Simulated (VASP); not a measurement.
Given:

```
CELL_PARAMETERS angstrom
      1.28267    -2.22165     0.00000
      1.28267     2.22165     0.00000
      0.00000     0.00000     4.24171
ATOMIC_POSITIONS crystal
  B  0.66667 0.33333 0.50026
  B  0.33333 0.66667 0.00026
  N  0.66667 0.33333 0.87474
  N  0.33333 0.66667 0.37474
```

Method: revPBE GGA, VASP's PBE PAW potentials (set 64) (plane waves; VASP). Settings: 520 eV cut-off, 11×11×6 Γ-centred mesh, tetrahedra with Blöchl corrections, potentials B N.

**Question.** Predict the energy per atom (σ→0).

**Answer.** 
```json
{
  "energy per atom (σ→0)": "-8.370 eV/atom"
}
```

Total energies compare only between runs with the same potentials, cut-off and functional.

The compound is BN in the wurtzite structure, a metastable high-pressure form. It was relaxed first.
